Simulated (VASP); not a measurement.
Output of a VASP run:

OSZICAR:
```
...
DAV:   9    -0.711475361639E+01   -0.12773E-05   -0.41252E-06  1004   0.333E-02    0.745E-03
DAV:  10    -0.711475474544E+01   -0.11291E-05   -0.66564E-07   908   0.117E-02    0.335E-03
DAV:  11    -0.711475443008E+01    0.31536E-06   -0.35078E-07   950   0.948E-03    0.189E-03
DAV:  12    -0.711475447113E+01   -0.41050E-07   -0.12896E-08   406   0.115E-03
   3 F= -.21328813E+01 E0= -.21325096E+01  d E =-.717478E+00
       N       E                     dE             d eps       ncg     rms          rms(c)
DAV:   1    -0.708517647595E+01    0.29578E-01   -0.31709E-01  1016   0.980E+00    0.733E-01
DAV:   2    -0.707363696606E+01    0.11540E-01   -0.19500E-02   992   0.265E+00    0.297E-01
DAV:   3    -0.707082295517E+01    0.28140E-02   -0.77278E-03  1022   0.150E+00    0.609E-02
DAV:   4    -0.707075626689E+01    0.66688E-04   -0.26142E-04   884   0.159E-01    0.638E-02
DAV:   5    -0.707072645922E+01    0.29808E-04   -0.30253E-05  1220   0.508E-02    0.140E-02
DAV:   6    -0.707072628074E+01    0.17848E-06   -0.29514E-06  1034   0.300E-02    0.360E-03
DAV:   7    -0.707072636760E+01   -0.86856E-07   -0.26449E-07   690   0.634E-03
   4 F= -.21352744E+01 E0= -.21347113E+01  d E =-.719871E+00
       N       E                     dE             d eps       ncg     rms          rms(c)
DAV:   1    -0.705189592296E+01    0.18830E-01   -0.75564E-02  1016   0.483E+00    0.359E-01
DAV:   2    -0.704915224788E+01    0.27437E-02   -0.46102E-03   992   0.129E+00    0.145E-01
DAV:   3    -0.704848365989E+01    0.66859E-03   -0.18416E-03  1022   0.733E-01    0.297E-02
DAV:   4    -0.704847030982E+01    0.13350E-04   -0.62518E-05   884   0.776E-02    0.314E-02
DAV:   5    -0.704846547218E+01    0.48376E-05   -0.71252E-06  1220   0.248E-02    0.698E-03
DAV:   6    -0.704846563672E+01   -0.16454E-06   -0.73221E-07   968   0.150E-02    0.174E-03
DAV:   7    -0.704846570978E+01   -0.73069E-07   -0.61183E-08   406   0.324E-03
   5 F= -.21354860E+01 E0= -.21348504E+01  d E =-.720082E+00
       N       E                     dE             d eps       ncg     rms          rms(c)
DAV:   1    -0.705613323047E+01   -0.76676E-02   -0.80381E-03  1016   0.159E+00    0.116E-01
DAV:   2    -0.705584670754E+01    0.28652E-03   -0.48433E-04   992   0.417E-01    0.471E-02
DAV:   3    -0.705577359677E+01    0.73111E-04   -0.19627E-04  1028   0.239E-01    0.966E-03
DAV:   4    -0.705577015917E+01    0.34376E-05   -0.66457E-06   884   0.253E-02    0.104E-02
DAV:   5    -0.705576772360E+01    0.24356E-05   -0.75760E-07  1180   0.810E-03    0.234E-03
DAV:   6    -0.705576755388E+01    0.16973E-06   -0.75294E-08   406   0.502E-03    0.506E-04
DAV:   7    -0.705576750826E+01    0.45620E-07   -0.13709E-08   406   0.159E-03
   6 F= -.21354859E+01 E0= -.21348713E+01  d E =0.158936E-06
       N       E                     dE             d eps       ncg     rms          rms(c)
DAV:   1    -0.705207961859E+01    0.36879E-02   -0.21665E-03  1016   0.821E-01    0.605E-02
DAV:   2    -0.705200043960E+01    0.79179E-04   -0.13119E-04   992   0.217E-01    0.245E-02
DAV:   3    -0.705198193323E+01    0.18506E-04   -0.52842E-05  1028   0.124E-01    0.501E-03
DAV:   4    -0.705198221478E+01   -0.28155E-06   -0.17919E-06   884   0.132E-02    0.535E-03
DAV:   5    -0.705198268834E+01   -0.47356E-06   -0.16873E-07   610   0.420E-03    0.924E-04
DAV:   6    -0.705198278007E+01   -0.91732E-07   -0.47888E-08   406   0.372E-03
   7 F= -.21354942E+01 E0= -.21348684E+01  d E =-.818582E-05
```

### OUTCAR
```
------------------------ aborting loop because EDIFF is reached ----------------------------------------
  FORCE on cell =-STRESS in cart. coord.  units (eV):
  Direction    XX          YY          ZZ          XY          YZ          ZX
  --------------------------------------------------------------------------------------
  Total        4.9188822      4.9188822      4.9188822      0.0000000     -0.0000000      0.0000000
  in kB      150.0730288    150.0730288    150.0730288      0.0000000     -0.0000000      0.0000000
  external PRESSURE =       0.0730288 kB  Pullay stress =     150.0000000 kB
  volume of cell :       52.51
      direct lattice vectors                 reciprocal lattice vectors
     0.000000000  2.972223429  2.972223429    -0.168224231  0.168224231  0.168224231
     2.972223429  0.000000000  2.972223429     0.168224231 -0.168224231  0.168224231
     2.972223429  2.972223429  0.000000000     0.168224231  0.168224231 -0.168224231
 POSITION                                       TOTAL-FORCE (eV/Angst)
 -----------------------------------------------------------------------------------
      0.00000      0.00000      0.00000         0.000000     -0.000000     -0.000000
      2.97222      2.97222      2.97222        -0.000000      0.000000      0.000000
 -----------------------------------------------------------------------------------
    total drift:                                0.000000     -0.000000     -0.000000
  FREE ENERGIE OF THE ION-ELECTRON SYSTEM (eV)
  ---------------------------------------------------
  free  energy   TOTEN  =        -7.0519827801 eV

  energy  without entropy=       -7.0507310169  energy(sigma->0) =       -7.05135690
  enthalpy is  TOTEN    =        -2.1354942322 eV   P V=        4.9164885479

 reached required accuracy - stopping structural energy minimisation
```
(Selected blocks of OUTCAR.)

POSCAR:
```
SnTe
1
    0.0000000000     3.2022268377     3.2022268377
    3.2022268377     0.0000000000     3.2022268377
    3.2022268377     3.2022268377     0.0000000000
Sn Te
1 1
Direct
  0.0000000000   0.0000000000   0.0000000000
  0.5000000000   0.5000000000   0.5000000000
```

Write an INCAR and KPOINTS that could have produced this output.

One answer among several that fit: the input of the run itself, PBE GGA, plane waves, VASP's PBE PAW potentials (set 64).

**KPOINTS**
```
Regular mesh
0
Gamma
  8 8 8
0 0 0
```

### INCAR
```
# general
SYSTEM =SnTe
PREC   =Accurate
ENCUT  =480
LREAL  =.False.
LASPH  =.True.

# electronic loop
EDIFF  =1E-7
NELM   =100
ALGO   =Normal
LMAXMIX=4

# smearing
ISMEAR =0
SIGMA  =0.05

# functional
GGA    =PE

# ions
IBRION =2
NSW    =40
ISIF   =3
EDIFFG =-0.01
PSTRESS=150

# output
LWAVE  =.False.
LCHARG =.False.
```

POTCAR, in this order: Sn_d Te (PBE.64 set). Program: vasp_std.

Energy and stress use the plane-wave basis of the starting cell.

The compound is SnTe in the rock salt structure, which distorts at low temperature. This run relaxes it under an external pressure of 15 GPa. Symmetry was kept, so distortions that lower it aren't found.
